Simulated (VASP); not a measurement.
# From one sheet to two: 1T-PtS2 monolayer, part 5 of 6

Aim: relax 1T-PtS2 monolayer, place its levels against the vacuum, then find how two sheets stack and bind.

VASP 6.6.1, plane waves and PAW; the level of theory is named at each step.

So far. Step 12 (A rigid stacking): Energy at zero smearing: -20.19576 eV.

## Step 13: Relaxing the bilayer

Level of this step: optB86b-vdW; plane waves and PAW (Pt, S) (VASP).

The lowest stacking relaxes at the monolayer's lattice.

File INCAR:

```
SYSTEM = PtS2
PREC = Normal
ENCUT = 350
EDIFF = 1E-07
NELM = 120
ISMEAR = 0
SIGMA = 0.03
LREAL = .FALSE.
ALGO = Fast
GGA = MK
AGGAC = 0
LUSE_VDW = .TRUE.
PARAM1 = 0.1234
PARAM2 = 1
LASPH = .TRUE.
NBANDS = 28
LORBIT = 11
LWAVE = .FALSE.
LCHARG = .FALSE.
KPAR = 4
IBRION = 2
NSW = 70
ISIF = 2
EDIFFG = -0.004
POTIM = 0.8
MAXMIX = 40
IDIPOL = 3
LDIPOL = .TRUE.
DIPOL = 0.5 0.5 0.5
```

File POSCAR:

```
PtS2
1.0
    3.5376312987      0.0000000000      0.0000000000
   -1.7688156493      3.0636785739      0.0000000000
    0.0000000000      0.0000000000     25.1032839472
Pt S
2 4
Direct
    0.0000000000      0.0000000000      0.3884281000
    0.0000000000      0.0000000000      0.6115719000
    0.3333333300      0.6666666700      0.3386011200
    0.6666666700      0.3333333300      0.4382550900
    0.3333333300      0.6666666700      0.5617449100
    0.6666666700      0.3333333300      0.6613988800
```

File KPOINTS:

```
Automatic mesh
0
Gamma
12 12 1
0 0 0
```

Potentials, in the order of the species: Pt and S (PBE family, release 64).

Launch:

```sh
$ mpirun -np 4 vasp_std
```

Log:

```text
[... set-up lines as in an earlier step ...]
 entering main loop
       N       E                     dE             d eps       ncg     rms          rms(c)
[... 5 cycles as in an earlier step ...]
RMM:   6    -0.206035942909E+02    0.22729E+01   -0.14661E+01  1064   0.183E+01    0.147E+01
RMM:   7    -0.202733021906E+02    0.33029E+00   -0.20002E+00  1064   0.806E+00    0.612E+00
RMM:   8    -0.201904651424E+02    0.82837E-01   -0.20090E-01  1072   0.261E+00    0.930E-01
RMM:   9    -0.201959877355E+02   -0.55226E-02   -0.11196E-01  1071   0.147E+00    0.322E-01
RMM:  10    -0.201957327779E+02    0.25496E-03   -0.13565E-02  1098   0.688E-01    0.225E-01
RMM:  11    -0.201960546641E+02   -0.32189E-03   -0.40163E-03  1283   0.312E-01    0.139E-01
RMM:  12    -0.201959579054E+02    0.96759E-04   -0.86660E-04  1066   0.153E-01    0.879E-02
RMM:  13    -0.201959638934E+02   -0.59880E-05   -0.15494E-04  1120   0.652E-02    0.614E-02
RMM:  14    -0.201959657149E+02   -0.18215E-05   -0.30772E-05  1206   0.296E-02    0.502E-02
RMM:  15    -0.201959929952E+02   -0.27280E-04   -0.19147E-05  1066   0.203E-02    0.148E-02
RMM:  16    -0.201960013844E+02   -0.83892E-05   -0.77996E-06  1087   0.112E-02    0.812E-03
RMM:  17    -0.201960122044E+02   -0.10820E-04   -0.28764E-06  1097   0.612E-03    0.406E-03
RMM:  18    -0.201960314412E+02   -0.19237E-04   -0.35067E-06  1009   0.693E-03    0.334E-03
RMM:  19    -0.201960344656E+02   -0.30244E-05   -0.40428E-07   757   0.236E-03    0.218E-03
RMM:  20    -0.201960437821E+02   -0.93165E-05   -0.19266E-06   923   0.394E-03    0.185E-03
RMM:  21    -0.201960475540E+02   -0.37718E-05   -0.85949E-07   794   0.256E-03    0.134E-03
RMM:  22    -0.201960485706E+02   -0.10166E-05   -0.14592E-07   686   0.142E-03    0.755E-04
RMM:  23    -0.201960490663E+02   -0.49568E-06   -0.51279E-08   611   0.977E-04    0.880E-04
RMM:  24    -0.201960493634E+02   -0.29713E-06   -0.16165E-08   421   0.585E-04    0.329E-04
RMM:  25    -0.201960498418E+02   -0.47837E-06   -0.17223E-08   584   0.751E-04    0.388E-04
RMM:  26    -0.201960499080E+02   -0.66254E-07   -0.46695E-09   330   0.448E-04
   1 F= -.20196050E+02 E0= -.20196050E+02  d E =-.201960E+02
 curvature:   0.00 expect dE= 0.000E+00 dE for cont linesearch  0.000E+00
 trial: gam= 0.00000 g(F)=  0.157E-02 g(S)=  0.000E+00 ort = 0.000E+00 (trialstep = 0.100E+01)
 search vector abs. value=  0.157E-02
 bond charge predicted
       N       E                     dE             d eps       ncg     rms          rms(c)
DAV:   1    -0.201958361759E+02    0.21367E-03   -0.52185E-01  1132   0.327E+00    0.250E-01
RMM:   2    -0.202011750062E+02   -0.53388E-02   -0.22040E-02  1064   0.750E-01    0.119E+00
RMM:   3    -0.201960144911E+02    0.51605E-02   -0.16040E-02  1064   0.547E-01    0.201E-01
RMM:   4    -0.201972043791E+02   -0.11899E-02   -0.61851E-03  1073   0.314E-01    0.203E-01
RMM:   5    -0.201967222458E+02    0.48213E-03   -0.69672E-04  1064   0.155E-01    0.844E-02
RMM:   6    -0.201966793746E+02    0.42871E-04   -0.48014E-04  1070   0.927E-02    0.172E-02
RMM:   7    -0.201966875533E+02   -0.81788E-05   -0.74293E-05  1134   0.404E-02    0.130E-02
RMM:   8    -0.201966922186E+02   -0.46653E-05   -0.17007E-05  1358   0.185E-02    0.118E-02
RMM:   9    -0.201966964289E+02   -0.42103E-05   -0.14355E-06  1063   0.564E-03    0.501E-03
RMM:  10    -0.201966965117E+02   -0.82805E-07   -0.19732E-06  1004   0.501E-03    0.193E-03
RMM:  11    -0.201966965270E+02   -0.15281E-07   -0.24126E-07   712   0.280E-03
   2 F= -.20196697E+02 E0= -.20196697E+02  d E =-.646619E-03
[... from here on, the cycles between the ionic steps are left out ...]
   3 F= -.20196716E+02 E0= -.20196716E+02  d E =-.666272E-03
   4 F= -.20197456E+02 E0= -.20197456E+02  d E =-.739906E-03
   5 F= -.20198082E+02 E0= -.20198082E+02  d E =-.136546E-02
   6 F= -.20198149E+02 E0= -.20198149E+02  d E =-.143319E-02
   7 F= -.20198517E+02 E0= -.20198517E+02  d E =-.367163E-03
   8 F= -.20199602E+02 E0= -.20199602E+02  d E =-.145274E-02
   9 F= -.20201714E+02 E0= -.20201714E+02  d E =-.356484E-02
  10 F= -.20205702E+02 E0= -.20205702E+02  d E =-.755225E-02
  11 F= -.20212921E+02 E0= -.20212921E+02  d E =-.147718E-01
  12 F= -.20223157E+02 E0= -.20223157E+02  d E =-.250078E-01
  13 F= -.20215709E+02 E0= -.20215709E+02  d E =-.175599E-01
  14 F= -.20225924E+02 E0= -.20225924E+02  d E =-.277748E-01
  15 F= -.20226123E+02 E0= -.20226123E+02  d E =-.279737E-01
  16 F= -.20218683E+02 E0= -.20218683E+02  d E =0.743999E-02
  17 F= -.20226722E+02 E0= -.20226722E+02  d E =-.598516E-03
  18 F= -.20225585E+02 E0= -.20225585E+02  d E =0.113655E-02
 trial-energy change:    0.001137  1 .order    0.001149   -0.000602    0.002899
 step:   0.5749(harm=  0.5649)  dis= 0.00113  next Energy=   -20.226774 (dE=-0.527E-04)
 bond charge predicted
       N       E                     dE             d eps       ncg     rms          rms(c)
DAV:   1    -0.202259969836E+02   -0.41196E-03   -0.36992E-01  1064   0.279E+00    0.249E-01
RMM:   2    -0.202265621554E+02   -0.56517E-03   -0.67260E-03  1064   0.535E-01    0.654E-02
RMM:   3    -0.202267170034E+02   -0.15485E-03   -0.13065E-03  1098   0.222E-01    0.193E-02
RMM:   4    -0.202267630107E+02   -0.46007E-04   -0.41560E-04  1277   0.102E-01    0.109E-02
RMM:   5    -0.202267735284E+02   -0.10518E-04   -0.47736E-05  1257   0.340E-02    0.129E-02
RMM:   6    -0.202267747783E+02   -0.12499E-05   -0.41417E-06  1116   0.942E-03    0.766E-03
RMM:   7    -0.202267741874E+02    0.59087E-06   -0.14969E-06  1098   0.557E-03    0.492E-03
RMM:   8    -0.202267742491E+02   -0.61704E-07   -0.26568E-07   716   0.258E-03
  19 F= -.20226774E+02 E0= -.20226774E+02  d E =-.526651E-04
 curvature:  -0.33 expect dE=-0.798E-07 dE for cont linesearch -0.358E-07
 trial: gam= 0.00000 g(F)=  0.244E-06 g(S)=  0.000E+00 ort =-0.482E-05 (trialstep = 0.274E+01)
 search vector abs. value=  0.244E-06
 reached required accuracy - stopping structural energy minimisation
```

Wall time 12 min (4 MPI ranks of Intel Xeon Platinum 8488C (Sapphire Rapids), shared host); peak memory 1.7 GiB; 49 min of CPU time.

Parts of OUTCAR (step 13):

```text
   NELECT =      44.0000    total number of electrons

 dipolmoment           0.000000      0.000000     -0.000001 electrons x Angstroem

 E-fermi :  -0.6548

 k-point     1 :       0.0000    0.0000    0.0000
  band No.  band energies     occupation
    ...
     18      -1.8742      2.00000
     19      -1.8742      2.00000
     20      -1.7306      2.00000
     21      -1.7306      2.00000
     22      -1.1942      2.00000
     23       1.4759      0.00000
     24       1.4760      0.00000
     25       1.7802      0.00000
     26       1.7802      0.00000
     27       3.6649      0.00000
    ...

Total vdW correction in eV:      6.5356341

  Total        0.8109324      0.8109324     -0.1826241      0.0000000      0.0000000     -0.0000000
  in kB        4.7753907      4.7753907     -1.0754305      0.0000000      0.0000000     -0.0000000
  external PRESSURE =       2.8251170 kB  Pullay stress =       0.0000000 kB

 POSITION                                       TOTAL-FORCE (eV/Angst)
 -----------------------------------------------------------------------------------
     -0.00000      0.00000     10.02310         0.000000      0.000000     -0.000094
     -0.00000      0.00000     15.08018         0.000000      0.000000      0.000094
     -0.00000      2.04245      8.76280         0.000000     -0.000000     -0.001074
      1.76882      1.02123     11.26209         0.000000      0.000000      0.000647
     -0.00000      2.04245     13.84120        -0.000000     -0.000000     -0.000647
      1.76882      1.02123     16.34049        -0.000000     -0.000000      0.001074
 -----------------------------------------------------------------------------------
    total drift:                               -0.000000      0.000000     -0.000029

  FREE ENERGIE OF THE ION-ELECTRON SYSTEM (eV)
  ---------------------------------------------------
  free  energy   TOTEN  =       -20.2267742491 eV

  energy  without entropy=      -20.2267742491  energy(sigma->0) =      -20.22677425

Total vdW correction in eV:      6.5356129

 vacuum level on the upper side and lower side of the slab         4.044         4.044

[... 9 parts as in an earlier step ...]

[... 9 further parts left out ...]
```

CONTCAR:

```
PtS2
   1.00000000000000
     3.5376312987000000    0.0000000000000000    0.0000000000000000
    -1.7688156493000000    3.0636785738999999    0.0000000000000000
     0.0000000000000000    0.0000000000000000   25.1032839472000013
  Pt              S
     2     4
Direct
     0.0000000000000000    0.0000000000000000    0.3992745208075273
     0.0000000000000000    0.0000000000000000    0.6007254791924729
     0.3333333300000021    0.6666666699999979    0.3490697780045639
     0.6666666699999979    0.3333333300000021    0.4486300620454515
     0.3333333300000021    0.6666666699999979    0.5513699379545485
     0.6666666699999979    0.3333333300000021    0.6509302219954360
```

Step by step:

```csv
step,energy less that of the first step (eV),largest force (eV/Å)
1,0.0000,0.0872
2,-0.0006,0.0627
3,-0.0007,0.0591
4,-0.0014,0.0609
5,-0.0020,0.1020
6,-0.0021,0.0922
7,-0.0025,0.0919
8,-0.0036,0.0913
9,-0.0057,0.0887
10,-0.0097,0.0841
11,-0.0169,0.0792
12,-0.0271,0.0623
13,-0.0197,0.1378
14,-0.0299,0.0718
15,-0.0301,0.0790
16,-0.0226,0.3153
17,-0.0307,0.0262
18,-0.0295,0.1233
19,-0.0307,0.0011
```

The atoms that moved most (Å):

```
atom     dx     dy      dz  length
 Pt1  0.000  0.000   0.272   0.272
 Pt2  0.000  0.000  -0.272   0.272
  S3  0.000  0.000   0.263   0.263
  S6  0.000  0.000  -0.263   0.263
  S5  0.000  0.000  -0.260   0.260
  S4  0.000  0.000   0.260   0.260
```

Final coordinates:

```xyz
6
Lattice="3.5376 0.0000 0.0000 -1.7688 3.0637 0.0000 0.0000 0.0000 25.1033" Properties=species:S:1:pos:R:3
Pt    0.0000    0.0000   10.0231
Pt    0.0000    0.0000   15.0802
S     0.0000    2.0425    8.7628
S     1.7688    1.0212   11.2621
S     0.0000    2.0425   13.8412
S     1.7688    1.0212   16.3405
```

This step gave:

* electronic cycles: 270
* free energy (TOTEN): -20.23 eV
* Fermi energy: -0.6548 eV
* dipole moment: 0, 0, -1.00e-6 e·Å
* gap on the k-mesh: 0.9122 eV
* least direct gap on the k-mesh: 1.374 eV

The run ended after 19 ionic steps, 0.031 eV below its first step, once the forces on the free atoms met EDIFFG = -0.004.

(Part 5 of 6 ends here.)

[Lines on the potential files, build, host, timing and source positions are cut from VASP's logs without a mark.]

[Logs are printed without paths, hosts, clocks, repeated set-up lines and the standing remarks that a program may print on its own settings, such as how far it seeks lower states.]

[Hosts, paths, dates, database ids (printed as entryN), source tags and the programs' standing remarks are cut or masked in the printed files.]

[Runs that stopped without an error message from VASP are left out.]
